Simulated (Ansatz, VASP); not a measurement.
## SnSe2 in two plane-wave programs

Wanted: the spread between two codes on one cell, functional and k mesh. Of the first pair: The structure shown is the start of the Ansatz relaxation below; VASP solves that cell, so the two are compared at the walk's first step.

Calculated with Ansatz 0.2.0; plane waves, with VASP 6.6.1 beside it; PBE.

### 1. Starting point

The cell holds 3 atoms: 1 Sn and 2 Se. Its edges and angles: a = 3.756 Å, b = 3.785 Å, c = 30.460 Å, α = 90.0°, β = 90.0°, γ = 119.8°. Vacuum lies along c.

### 2. Ansatz: relaxation, PBE

Ansatz runs on its PAW soft_1 files.

The two programs are compared at the cell with which this relaxation starts, whose forces are those of its first step.

Input file input.yaml:

```yaml
crystal:
  lattice:
    - [3.7562529421, 0.0, 0.0]
    - [-1.878126471, 3.2858691626, 0.0]
    - [0.0, 0.0, 30.46]
  atoms:
    - { symbol: Sn, position: [0.3333333333, 0.6666666667, 0.3282994091] }
    - { symbol: Se, position: [0.6666666667, 0.3333333333, 0.3849452767] }
    - { symbol: Se, position: [0.6666666667, 0.3333333333, 0.2716535414] }
  periodic: [true, true, false]
kpoints:
  mp_grid: { grid: [12, 12, 1] }
hamiltonian:
  xc: pbe
  pseudopotentials: { kind: paw, azcp: { folder: soft_1 } }
scf:
  occupations: { method: gaussian, width: 0.1 }
output:
  forces: true
  stress: true
  eigenvalues: true
relax:
  adjacent_minimum: "off"
  f_tol: 0.001
  max_steps: 60
```

Started as:

```
> ansatz run input.yaml --threads 4 --pin off --max-ram 16384MiB --backend cpu --events-out ev --progress --plain --runs-dir out
```

Numbers of over 12 decimals in the logs are rounded to 6 here.

What it wrote:

```text
Warning: output.stress: scf.convergence.dr2_threshold = 1e-9 eV (the default of a walk held to its f_tol) is looser than the 3e-10 eV advised for a printed stress (1e-10 eV for each atom of the cell: 3). What an SCF threshold leaves in a stress goes as its square root, and in the free energy as the threshold itself, and one threshold admits the most on a small cell: [figures from the program's tests cut] Every solve  [...]
Engine: ansatz 0.2.0, aarch64-unknown-linux-gnu
Pseudopotentials: kind: paw
Pseudopotential: Sn, paw, valence charge 14, recommended cutoff 420 eV (normal), soft_1/Sn.paw.azcp
Pseudopotential: Se, paw, valence charge 16, recommended cutoff 420 eV (normal), soft_1/Se.paw.azcp
Functional definition: PBE
  parameter kappa = 0.804
  parameter beta = 0.066725
  exchange = pbe_x(kappa = kappa, mu = beta*pi^2/3)
  correlation = pbe_c(beta = beta)
Crystal: 3 atoms, lattice volume = 375.954 Å³
Basis set: ecut = 420 eV, 7389 PW (Γ), exchange–correlation on 54×54×432 points (8 copies of the dense FFT grid, shifted against one another)
Bands: 28, of which v1, the nominal top of the filled ones, is band 23 counted from 1 (22 counted from 0)
Symmetry: 4 space group operations
Space group: Amm2 (ITA 38), of the structure as read, at distance tolerance 7.2e-5 Å
k-points: 43 of 144 (time reversal used)
Non-local potential: Sn, projectors of the file, l = 0: 2, l = 1: 2, l = 2: 2, l = 3: 1
Non-local potential: Se, projectors of the file, l = 0: 2, l = 1: 2, l = 2: 3, l = 3: 1
PAW form: soft (Blöchl's): semilocal exchange-correlation on the pseudo side does not see the compensation charge
PAW one-centre angular grid: Sn, 590 points (default); XC on 64 Gauss nodes
PAW one-centre angular grid: Se, 590 points (default); XC on 64 Gauss nodes
Initial density: superposition of atomic densities (neutral atoms: chi_scale 0, normalization atom)
Initial wavefunctions: pseudopotential atomic-orbital guess
Functional: x = pbe(κ = 0.804, μ = 0.219515), c = pbe(β = 0.066725)
iter 1 solved again at ethr=2.93e-3 eV; its pass at ethr=3.10e-3 eV (dr2=1.35e0 eV) is discarded
SCF iter   1: F=—  HF=-16963.070982 eV  |F-HF|=—  |Δ(HF+E_count)|=         —  Δρ=1.41e-2  dr2=1.37e0  ethr=2.93e-3  ⟨swp⟩=1.2  Hψ=9342  notcnv=0
preconditioner: auto → Resta (q_TF=auto, 1.922 Å⁻¹)  ε∞=1.6  [insulator: Δε(μ)=0.322 eV  Ē_g=9.591 eV  σ=0.100 eV  W_gap=0.98  n_scr=20 (ndim 8)  ℏωp=7.7 eV  f_vac=0.761  D(μ)=0.02/eV (n_scr^D=0)  ε∞_Penn≈1.6  vacuum switching on, ρ_ref=6.7e-3 e/Å³]
SCF iter   2: F=—  HF=-16962.731781 eV  |F-HF|=—  |Δ(HF+E_count)|=   3.39e-1  Δρ=6.05e-3  dr2=2.13e-1  ethr=2.93e-3  ⟨swp⟩=4.1  Hψ=2307  notcnv=0
preconditioner: auto → LDOS  [metal: Δε(μ)=0.035 eV  Ē_g=9.324 eV  σ=0.100 eV  W_gap=0.19  n_scr=20 (ndim 8)  ℏωp=7.7 eV  f_vac=0.763  D(μ)=0.79/eV (n_scr^D=4)  β→1.0]
SCF iter   3: F=—  HF=-16962.709796 eV  |F-HF|=—  |Δ(HF+E_count)|=   2.20e-2  Δρ=2.65e-3  dr2=8.48e-2  ethr=4.63e-4  ⟨swp⟩=4.1  Hψ=3197  notcnv=0  defer=35
SCF iter   4: F=—  HF=-16962.693523 eV  |F-HF|=—  |Δ(HF+E_count)|=   1.63e-2  Δρ=6.98e-4  dr2=4.12e-3  ethr=1.84e-4  ⟨swp⟩=3.1  Hψ=1863  notcnv=0  defer=35
SCF iter   5: F=—  HF=-16962.692941 eV  |F-HF|=—  |Δ(HF+E_count)|=   5.82e-4  Δρ=1.50e-4  dr2=5.26e-5  ethr=8.95e-6  ⟨swp⟩=3.1  Hψ=1929  notcnv=0  defer=35
SCF iter   6: F=—  HF=-16962.693003 eV  |F-HF|=—  |Δ(HF+E_count)|=   6.24e-5  Δρ=5.06e-5  dr2=6.88e-6  ethr=1.14e-7  ⟨swp⟩=3.2  Hψ=2596  notcnv=0  defer=35
SCF iter   7: F=—  HF=-16962.693012 eV  |F-HF|=—  |Δ(HF+E_count)|=   8.81e-6  Δρ=6.67e-6  dr2=1.13e-7  ethr=1.50e-8  ⟨swp⟩=3.9  Hψ=2592  notcnv=0  defer=35
iter 8 did not close the SCF: its close was put off until two iterations running show no level that it waits for move by more than its bar (scf_convergence_deferred on its scf_iter line)
SCF iter   8: F=-16962.693012 eV  HF=-16962.693012 eV  |F-HF|=1.61e-8  |Δ(HF+E_count)|=   2.31e-7  Δρ=1.57e-6  dr2=6.63e-9  ethr=2.17e-10  ⟨swp⟩=16.6  Hψ=6629  notcnv=0
iter 9 did not close the SCF: its close was put off until two iterations running show no level that it waits for move by more than its bar (scf_convergence_deferred on its scf_iter line)
SCF iter   9: F=-16962.693012 eV  HF=-16962.693012 eV  |F-HF|=9.82e-11  |Δ(HF+E_count)|=   1.75e-8  Δρ=3.33e-7  dr2=4.73e-10  ethr=1.44e-11  ⟨swp⟩=3.4  Hψ=4438  notcnv=0
SCF iter  10: F=-16962.693012 eV  HF=-16962.693012 eV  |F-HF|=2.00e-10  |Δ(HF+E_count)|=  2.11e-10  Δρ=6.29e-8  dr2=2.05e-11  ethr=1.03e-12  ⟨swp⟩=3.0  Hψ=3837  notcnv=0
SCF 1 converged in 10 iterations: F = -16962.693012 eV  dr2 = 2.05e-11
  greatest PAW one-centre occupation: 1.000 electrons in one spin orbital (limit 2), on the Se atom at site 2 (counted from 0), in its partial waves of l = 2
relax step   1: F+E_penalty+E_count = -16962.69301238 eV  Δ(F+E_penalty+E_count) = +0.000e0 eV  max|allowed force component| = 2.749e-2 eV/Å  Δτ_max = 0.0000 Å  (10 SCF iters, dr2 threshold 1.00e-7 eV, accepted)
[...]
relax step   2: F+E_penalty+E_count = -16962.69280461 eV  Δ(F+E_penalty+E_count) = +2.078e-4 eV  max|allowed force component| = 5.846e-2 eV/Å  Δτ_max = 0.0076 Å  (5 SCF iters, dr2 threshold 4.72e-8 eV, rejected (line search))
[...]
relax step   3: F+E_penalty+E_count = -16962.69309936 eV  Δ(F+E_penalty+E_count) = -8.698e-5 eV  max|allowed force component| = 8.523e-3 eV/Å  Δτ_max = 0.0026 Å  (4 SCF iters, dr2 threshold 4.72e-8 eV, accepted)
[...]
relax step   4: F+E_penalty+E_count = -16962.69310826 eV  Δ(F+E_penalty+E_count) = -8.907e-6 eV  max|allowed force component| = 1.196e-4 eV/Å  Δτ_max = 0.0013 Å  (4 SCF iters, dr2 threshold 4.54e-9 eV, accepted)
[...]
relax step   5: F+E_penalty+E_count = -16962.69310826 eV  Δ(F+E_penalty+E_count) = -3.638e-12 eV  max|allowed force component| = 1.162e-4 eV/Å  Δτ_max = 0.0000 Å  (2 SCF iters, accepted)
SCF converged after 2 iterations
Free energy (F): -16962.693108 eV
Harris-Foulkes:  -16962.693108 eV  (|F-HF|=4.37e-11)
Internal energy: -16962.689485 eV  (E = F + TS)
E sigma→0 (E₀):  -16962.691296 eV
Entropy (-TS):   -0.003624 eV (-1.208 meV/atom)
Fermi energy:    -5.595484 eV
--- Per-component energies (eV) ---
  E_band       = -1503.215147
  E_kinetic    = 388.311442
  E_local      = -97452.436386  (includes V_loc(G=0)·N_el)
  E_nonlocal   = -563.618044
  E_hartree    = 48543.173696
  E_xc         = -294.438218
  E_vxc        = -258.904078  (∫ρ·V_xc dr)
  E_paw        = -8631.535496  (= ΣΔE_a)
  E_vpaw       = -702.914396  (= ΣTr[D̂ρ^β])
  E_aug_tail   = -0.000445  (compensation charges beyond the density's cutoff)
  E_ewald      = 41047.853966
  E_smearing   = -0.003624  (= −TS)
  E_closure    = 0.000000  (closes the sum)
  Σ components = -16962.693108   (vs F -16962.693108, Δ=0.00e0)
--- Forces (eV/Å), atoms counted from 1 ---
  atom   1  Sn     0.00000000     0.00006498     0.00000000
  atom   2  Se    -0.00000000    -0.00003100    -0.00011620
  atom   3  Se    -0.00000000    -0.00003100     0.00011620
  max |Σ_I F_I| component: 2.97e-6 eV/Å
--- 2D stress c σ (N/m, compression-positive) ---
        0.712856      -0.000000       0.000000
       -0.000000       0.215402       0.000000
        0.000000       0.000000       0.000000
  P = ½ c Tr σ = 0.4641 N/m
--- Band table (eV; the first three rows and the last of 43) ---
  k-point 0: bands = [... 19 lower, -6.4395, -6.3760, -5.6361, -5.5849, -5.0812, -2.0325, -1.5276 (-1.5276°), -1.4406, ... 1 higher]
  k-point 1: bands = [... 19 lower, -7.1017, -6.5097, -6.0459, -5.6391, -4.6096, -1.8351 (-1.8351°), -1.6267 (-1.6267°), -1.2938, ... 1 higher]
  k-point 2: bands = [... 19 lower, -7.5158, -6.8340, -6.6932, -5.7806, -4.2507, -2.3051, -0.9834 (-0.9834°), -0.9533, ... 1 higher]
  k-point 42: bands = [... 19 lower, -9.2456, -9.0669, -7.3805, -6.1437, -4.7140, -2.8102, -0.7119, -0.1774, ... 1 higher]
  ° read free of the cell's end (the report's vacuum.weakly_bound_levels)
--- Relaxed structure (5 steps of the walk, 4 accepted, 0 SCFs on fresh bases) ---
  F+E_penalty+E_count = -16962.69310826 eV   max|allowed force component| = 1.162e-4 eV/Å
  cell:  # Å, volume = 375.9542 Å³
    - [3.7562529421, -2.857880563393146e-11, 0.0]
    - [-1.878126471025, 3.285869, 0.0]
    - [0.0, 0.0, 30.46]
  atoms:
    - { symbol: Sn, position: [0.333715, 0.667430, 0.328299] }
    - { symbol: Se, position: [0.666476, 0.332951, 0.385023] }
    - { symbol: Se, position: [0.666476, 0.332951, 0.271575] }
```

Reading the cycles: dr2 is the Hartree energy of the density residual (eV), the measure of convergence; HF is the Harris–Foulkes estimate of the energy, which meets the free energy F at convergence.

### 3. VASP: single point, PBE, start cell, pair 1

The same cell, functional, mesh and smearing now go to VASP, with its own data sets.

Lines of VASP's logs that name or quote its potential files are left out, and so is its time.

Input file INCAR:

```
SYSTEM = SnSe2
PREC = Accurate
ENCUT = 400
EDIFF = 1E-06
NELM = 120
ISMEAR = 0
SIGMA = 0.1
LREAL = .FALSE.
ALGO = Normal
GGA = PE
NBANDS = 19
LORBIT = 11
LWAVE = .FALSE.
LCHARG = .FALSE.
ISIF = 2
LDIPOL = .TRUE.
IDIPOL = 3
DIPOL = 0.5 0.5 0.328
LVHAR = .TRUE.
LASPH = .TRUE.
GGA_COMPAT = .FALSE.
NELMDL = -8
KPAR = 2
```

Input file POSCAR:

```
SnSe2
1.0
    3.7562529421      0.0000000000      0.0000000000
   -1.8781264710      3.2858691626      0.0000000000
    0.0000000000      0.0000000000     30.4600000000
Sn Se
1 2
Direct
    0.3333332661      0.6666665322      0.3282994091
    0.6666667092      0.3333334183      0.3849452726
    0.6666667092      0.3333334183      0.2716535457
```

Input file KPOINTS:

```
Automatic mesh
0
Gamma
12 12 1
0 0 0
```

PAW data sets: Sn_d and Se (PBE family, release 64).

Started as:

```
> mpirun -np 2 vasp_std
```

What it wrote:

```text
[banner, memory and clock lines left out]
running    2 mpi-ranks, on    1 nodes
 distrk:  each k-point on    1 cores,    2 groups
 distr:  one band on    1 cores,    1 groups

 POSCAR found type information on POSCAR SnSe
 POSCAR found :  2 types and       3 ions
 LDA part: xc-table for (Slater+PW92), standard interpolation
 POSCAR, INCAR and KPOINTS ok, starting setup
 FFT: planning ... GRIDC
 FFT: planning ... GRID_SOFT
 FFT: planning ... GRID
 WAVECAR not read
 entering main loop
       N       E                     dE             d eps       ncg     rms          rms(c)
DAV:   1     0.163862941700E+03    0.16386E+03   -0.93869E+03  1978   0.840E+02
DAV:   2     0.767744533474E+01   -0.15619E+03   -0.15255E+03  2202   0.208E+02
DAV:   3    -0.109184897862E+02   -0.18596E+02   -0.18423E+02  2046   0.826E+01
DAV:   4    -0.114320905148E+02   -0.51360E+00   -0.51278E+00  2167   0.171E+01
DAV:   5    -0.114426983291E+02   -0.10608E-01   -0.10607E-01  2347   0.245E+00
DAV:   6    -0.114428465324E+02   -0.14820E-03   -0.14820E-03  2187   0.231E-01
DAV:   7    -0.114428496486E+02   -0.31162E-05   -0.31158E-05  2432   0.342E-02
DAV:   8    -0.114428497094E+02   -0.60748E-07   -0.61081E-07  1912   0.426E-03    0.462E+00
DAV:   9    -0.110981772468E+02    0.34467E+00   -0.81731E-01  2362   0.848E+00    0.297E+00
DAV:  10    -0.110757956439E+02    0.22382E-01   -0.23985E-01  1857   0.284E+00    0.609E-01
DAV:  11    -0.110732903373E+02    0.25053E-02   -0.23949E-02  2022   0.141E+00    0.306E-01
DAV:  12    -0.110736161077E+02   -0.32577E-03   -0.23212E-03  1780   0.320E-01    0.753E-02
DAV:  13    -0.110736513700E+02   -0.35262E-04   -0.16799E-04  2290   0.100E-01    0.386E-02
DAV:  14    -0.110737076408E+02   -0.56271E-04   -0.73884E-05  1676   0.473E-02    0.107E-02
DAV:  15    -0.110737168126E+02   -0.91717E-05   -0.38813E-06  1947   0.125E-02    0.934E-03
DAV:  16    -0.110737492280E+02   -0.32415E-04   -0.56483E-06  1577   0.985E-03    0.256E-03
DAV:  17    -0.110737598708E+02   -0.10643E-04   -0.49260E-07  1737   0.379E-03    0.217E-03
DAV:  18    -0.110737920230E+02   -0.32152E-04   -0.36018E-06  1365   0.697E-03    0.215E-03
DAV:  19    -0.110737945830E+02   -0.25601E-05   -0.10672E-07  1798   0.241E-03    0.122E-03
DAV:  20    -0.110738001217E+02   -0.55386E-05   -0.19992E-07  1575   0.188E-03    0.653E-04
DAV:  21    -0.110738011242E+02   -0.10025E-05   -0.11686E-08  1566   0.775E-04    0.438E-04
DAV:  22    -0.110738024919E+02   -0.13677E-05   -0.16772E-08  1503   0.621E-04    0.189E-04
DAV:  23    -0.110738033320E+02   -0.84009E-06   -0.12219E-08  1523   0.431E-04
   1 F= -.11073803E+02 E0= -.11072021E+02  d E =-.356465E-02
```

Parts of OUTCAR (step 3):

```text
ion  position               nearest neighbor table
   1  0.333  0.667  0.328-   3 2.78   3 2.78   2 2.78   2 2.78   3 2.79   2 2.79
   2  0.667  0.333  0.385-   1 2.78   1 2.78   1 2.79
   3  0.667  0.333  0.272-   1 2.78   1 2.78   1 2.79

  LATTYP: Found a base centered orthorhombic cell.
 ALAT       =     3.7562529421
 B/A-ratio  =     1.7495462703
 C/A-ratio  =     8.1091450628

 Subroutine GETGRP returns: Found  4 space group operations
 (whereof  2 operations were pure point group operations)

The static configuration has the point symmetry C_1h.
 The point group associated with its full space group is C_2v.

 Found     43 irreducible k-points:

   k-points           NKPTS =     43   k-points in BZ     NKDIM =     43   number of bands    NBANDS=     19

   dimension x,y,z NGX =    28 NGY =   28 NGZ =  200
   dimension x,y,z NGXF=    56 NGYF=   56 NGZF=  400

   ENCUT  =  400.0 eV  29.40 Ry    5.42 a.u.   6.13  6.17 49.67*2*pi/ulx,y,z

   NELECT =      26.0000    total number of electrons

 k-points in reciprocal lattice and weights: Automatic mesh
   0.00000000  0.00000000  0.00000000       0.007
   0.08333333 -0.00000000  0.00000000       0.028
   0.16666667 -0.00000000  0.00000000       0.028
   0.25000000  0.00000000  0.00000000       0.028
   0.33333333 -0.00000000  0.00000000       0.028
   0.41666667  0.00000000  0.00000000       0.028
   0.50000000  0.00000000  0.00000000       0.014
   0.00000000  0.08333333  0.00000000       0.014
   0.08333333  0.08333333  0.00000000       0.028
[...]
0.16666667  0.41666667  0.00000000       0.014
   0.00000000  0.50000000  0.00000000       0.007

 dipolmoment           0.000000      0.000000      0.000001 electrons x Angstroem

 average (electrostatic) potential at core
       1-110.8917       2 -61.3721       3 -61.3721

 E-fermi :  -3.4946

 k-point     1 :       0.0000    0.0000    0.0000
  band No.  band energies     occupation
    ...
      9      -5.3195      2.00000
     10      -4.3405      2.00000
     11      -4.2900      2.00000
     12      -3.5355      1.43695
     13      -3.4876      0.92035
     14      -2.9872      0.00000
     15       0.0660      0.00000
     16       0.5550      0.00000
     17       0.6593      0.00000
     18       1.5649      0.00000
    ...

 k-point     2 :       0.0833   -0.0000    0.0000
  band No.  band energies     occupation
    ...
      9      -5.2944      2.00000
     10      -4.9687      2.00000
     11      -4.4677      2.00000
     12      -3.9164      2.00000
     13      -3.5803      1.77428
     14      -2.5186      0.00000
     15       0.3031      0.00000
     16       0.4727      0.00000
     17       0.7359      0.00000
     18       1.6791      0.00000
    ...

 k-point     3 :       0.1667   -0.0000    0.0000
  band No.  band energies     occupation
    ...
      9      -5.9939      2.00000
     10      -5.3931      2.00000
     11      -4.8068      2.00000
     12      -4.5781      2.00000
     13      -3.7305      1.99915
     14      -2.1787      0.00000
     15      -0.1822      0.00000
     16       1.0533      0.00000
     17       1.1355      0.00000
     18       1.8953      0.00000
    ...

  Total        0.5746005      0.1770103      0.1196089      0.0000000      0.0000000      0.0000000
  in kB        2.4487337      0.7543523      0.5097287      0.0000000      0.0000000      0.0000000
  external PRESSURE =       1.2376049 kB  Pullay stress =       0.0000000 kB

  energy-cutoff  :      400.00
  volume of cell :      375.95
      direct lattice vectors                 reciprocal lattice vectors
     3.756252942  0.000000000  0.000000000     0.266222753  0.152166740  0.000000000
    -1.878126471  3.285869163  0.000000000     0.000000000  0.304333481  0.000000000
     0.000000000  0.000000000 30.460000000     0.000000000  0.000000000  0.032829941

 POSITION                                       TOTAL-FORCE (eV/Angst)
 -----------------------------------------------------------------------------------
      0.00000      2.19058     10.00000         0.000000      0.016661     -0.000000
      1.87813      1.09529     11.72543        -0.000000     -0.008331      0.043029
      1.87813      1.09529      8.27457        -0.000000     -0.008331     -0.043029
 -----------------------------------------------------------------------------------
    total drift:                                0.000000     -0.000396      0.000004

  FREE ENERGIE OF THE ION-ELECTRON SYSTEM (eV)
  ---------------------------------------------------
  free  energy   TOTEN  =       -11.0738033320 eV

  energy  without entropy=      -11.0702386804  energy(sigma->0) =      -11.07202101

 vacuum level on the upper side and lower side of the slab         2.104         2.104

 total charge
# of ion       s       p       d       tot
------------------------------------------
    1        1.080   0.953  10.066  12.099
    2        1.489   2.278   0.024   3.790
    3        1.489   2.278   0.024   3.790
--------------------------------------------------
tot          4.058   5.509  10.113  19.679

[... 3 further parts left out ...]
```

The run ends at a pressure of 0.12 GPa, with forces up to 0.044 eV/Å.

### 4. Side by side

Known differences besides the potentials themselves: Ansatz cuts the interaction across the vacuum, VASP repeats the sheet with a dipole correction (LDIPOL); the data sets hold 46 valence electrons in Ansatz (on its PAW soft_1 files) and 26 in VASP; the cutoff is 420 eV in Ansatz and 400 eV in VASP. Total energies have different zeros and are not compared.

Forces (eV/Å; atoms numbered as in POSCAR):

```csv
atom,"Ansatz x, y, z","VASP x, y, z"
Sn1,"0.000, 0.016, 0.000","0.000, 0.017, 0.000"
Se2,"0.000, -0.008, 0.027","0.000, -0.008, 0.043"
Se3,"0.000, -0.008, -0.027","0.000, -0.008, -0.043"
```

The forces differ by 7.3 meV/Å r.m.s., which is 34.3 % of the r.m.s. force of 0.021 eV/Å (both taken over all components). Where the cell holds vacuum, a pressure given here is an average over it and none of the material.

### 5. Ansatz: relaxation, PBE

This run makes the geometry at which the two programs are then compared.

The structure compared here is the end of the Ansatz relaxation.

This is the run of step 2 again, met here at its other cell.

(Continued in part 2 of 2.)

[Lines on the potential files, build, host, timing and source positions are cut from VASP's logs without a mark.]

[Logs are printed without paths, hosts, clocks, repeated set-up lines and the standing remarks that a program may print on its own settings, such as how far it seeks lower states.]

[Hosts, paths, dates, database ids (printed as entryN), source tags and the programs' standing remarks are cut or masked in the printed files.]
